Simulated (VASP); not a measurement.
## Cd3Os: relaxation of cell and atoms with PBE

Crystal: Cd3Os.

```
Cd Os
1.0
     4.19137    0.00000    0.00000
     0.00000    4.19137    0.00000
     0.00000    0.00000    4.19137
Cd Os
3 1
Direct
  0.00000 0.50000 0.50000
  0.50000 0.00000 0.50000
  0.50000 0.50000 0.00000
  0.00000 0.00000 0.00000
```

The cell was built by a generator and needn't be a form met in nature.

The cell isn't the ideal one: species swapped into the HoPt3 type (Pm-3m, No. 221).

```yaml
Program: VASP 6.6.1
Task: relaxation of cell and atoms
Functional: PBE
Potentials_or_basis: VASP PAW PBE potentials, release 64 (Cd, Os)
Cutoff: 600 eV
k_mesh: 12 × 12 × 12
Occupations: gaussian, width 0.1 eV
Spin: no spin polarisation
Dipole_correction: no
Further_INCAR_settings: ALGO = Fast; EDIFF = 1e-06; IBRION = 2; EDIFFG = -0.01; NSW = 100; ISIF = 3
```

```json
{"Relaxed volume": "18.52 Å³/atom", "Relaxed cell": "a = 4.200 Å, b = 4.200 Å, c = 4.200 Å, α = 90.00°, β = 90.00°, γ = 90.00°", "Space group after relaxing (to 0.05 Å)": "Pm-3m (No. 221)", "Energy gained by relaxing": "0.3 meV/atom", "Ionic steps": "3", "Pressure after relaxing": "0.0 GPa", "Band gap on the k mesh": "none (metal or under the smearing width)"}
```

The path:
```tsv
step	energy change (eV)	largest force (eV/Å)	pressure (GPa)	volume (Å³)
1	0.0000	0.0000	0.73	73.63
2	-0.0002	0.0000	-0.62	74.52
3	-0.0010	0.0000	0.01	74.09
```

Final structure:
```cif
data_structure
_symmetry_space_group_name_H-M 'P 1'
_symmetry_Int_Tables_number 1
_cell_length_a 4.2001
_cell_length_b 4.2001
_cell_length_c 4.2001
_cell_angle_alpha 90.000
_cell_angle_beta 90.000
_cell_angle_gamma 90.000
_cell_volume 74.09
loop_
_atom_site_label
_atom_site_type_symbol
_atom_site_fract_x
_atom_site_fract_y
_atom_site_fract_z
_atom_site_occupancy
Cd1 Cd 0.00000 0.50000 0.50000 1
Cd2 Cd 0.50000 0.00000 0.50000 1
Cd3 Cd 0.50000 0.50000 0.00000 1
Os1 Os 0.00000 0.00000 0.00000 1
```

Levels at points of the mesh, in eV from the Fermi level:
```csv
k point,band 18,band 19,band 20,band 21,band 22,band 23,band 24,band 25,band 26
"(0.00, 0.00, 0.00)",-1.77,-0.31,-0.31,-0.31,-0.16,-0.16,-0.16,3.67,5.03
"(0.50, 0.00, 0.00)",-1.86,-1.86,-1.76,-0.60,-0.38,3.37,3.83,3.83,4.53
"(0.50, 0.50, 0.00)",-3.52,-3.52,-1.48,-1.48,-0.46,-0.07,0.75,5.51,6.47
"(0.50, 0.50, 0.50)",-2.92,-2.73,-1.63,-1.63,-1.63,-0.16,-0.16,1.01,2.85
```

Run time: 12 min on 1 thread of Intel(R) Xeon(R) Platinum 8175M CPU @ 2.50GHz (Skylake/Cascade Lake), on a shared host, peak memory 0.35 GiB.

The run has no spin-orbit coupling, so splittings on Os are missing.
